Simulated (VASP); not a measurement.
Output of a VASP run:

### OSZICAR
```
       N       E                     dE             d eps       ncg     rms          rms(c)
DAV:   1     0.527056557163E+02    0.52706E+02   -0.76174E+03  3928   0.107E+03
DAV:   2    -0.570078254544E+01   -0.58406E+02   -0.57085E+02  4817   0.438E+02
DAV:   3    -0.884100251395E+01   -0.31402E+01   -0.29755E+01  5485   0.684E+01
DAV:   4    -0.898644914437E+01   -0.14545E+00   -0.13525E+00  5481   0.998E+00
DAV:   5    -0.899152878218E+01   -0.50796E-02   -0.50387E-02  5395   0.181E+00    0.234E+01
DAV:   6    -0.899018796857E+01    0.13408E-02   -0.26974E-02  5355   0.211E+00    0.140E+01
DAV:   7    -0.899790463975E+01   -0.77167E-02   -0.48610E-02  5142   0.293E+00    0.287E-01
DAV:   8    -0.899761087057E+01    0.29377E-03   -0.29859E-03  4848   0.591E-01    0.598E-02
DAV:   9    -0.899762960253E+01   -0.18732E-04   -0.21354E-04  5394   0.157E-01    0.323E-02
DAV:  10    -0.899762292269E+01    0.66798E-05   -0.29378E-05  5368   0.598E-02    0.414E-02
DAV:  11    -0.899762361626E+01   -0.69357E-06   -0.20453E-06  3529   0.168E-02
   1 F= -.89976236E+01 E0= -.89974010E+01  d E =-.667980E-03
```

### OUTCAR
```
------------------------ aborting loop because EDIFF is reached ----------------------------------------
  FORCE on cell =-STRESS in cart. coord.  units (eV):
  Direction    XX          YY          ZZ          XY          YZ          ZX
  --------------------------------------------------------------------------------------
  Total        0.3535295     -0.6725439     -0.8128559     -0.1137759      0.0000000      0.0000000
  in kB        8.8336282    -16.8048273    -20.3107995     -2.8429132      0.0000000      0.0000000
  external PRESSURE =      -9.4273329 kB  Pullay stress =       0.0000000 kB
  volume of cell :       64.12
      direct lattice vectors                 reciprocal lattice vectors
     1.756174000 -3.173049000  0.000000000     0.284709829 -0.157577144  0.000000000
     1.756174000  3.173049000  0.000000000     0.284709829  0.157577144  0.000000000
     0.000000000  0.000000000  5.753377000     0.000000000  0.000000000  0.173810964
 POSITION                                       TOTAL-FORCE (eV/Angst)
 -----------------------------------------------------------------------------------
      1.75617      1.05769      1.43834         0.119602     -0.056928     -0.000000
      1.84493     -1.05769      4.31503        -0.119602      0.056928      0.000000
 -----------------------------------------------------------------------------------
    total drift:                               -0.000005      0.000000     -0.000000
  FREE ENERGIE OF THE ION-ELECTRON SYSTEM (eV)
  ---------------------------------------------------
  free  energy   TOTEN  =        -8.9976236163 eV

  energy  without entropy=       -8.9969556362  energy(sigma->0) =       -8.99740096
```
(Selected blocks of OUTCAR.)

POSCAR:
```
Ho
1
    1.7561740000    -3.1730490000     0.0000000000
    1.7561740000     3.1730490000     0.0000000000
    0.0000000000     0.0000000000     5.7533770000
Ho
2
Direct
  0.3333330000   0.6666670000   0.2500000000
  0.6919370000   0.3586030000   0.7500000000
```

Reconstruct the remaining input files.

Several could match; the one computed here: the input of the run itself, PBE GGA, plane waves, VASP's PBE PAW potentials (set 64).

File KPOINTS:
```
Automatic
0
gamma
 9 9 5
```

INCAR:
```
ALGO = Normal
EDIFF = 1E-6
ENCUT = 400
GGA = PE
ISIF = 2
ISMEAR = 1
LASPH = T
LCHARG = F
LMAXMIX = 6
LREAL = F
LWAVE = F
NELM = 100
PREC = Accurate
SIGMA = 0.1
SYSTEM = Ho
```

POTCAR, in this order: Ho_3 (PBE.64 set). Program: vasp_std.

The 4f electrons are frozen in the core of the lanthanide potential, so 4f levels, which can set the real gap, and their magnetism are missing.

The compound is Ho in the hcp structure. The cell was not relaxed at this level, atoms are displaced from their ideal sites. The run is one of a series of settings (KPOINTS 9×9×5 Γ-centred mesh against the base run), some of them coarse on purpose.
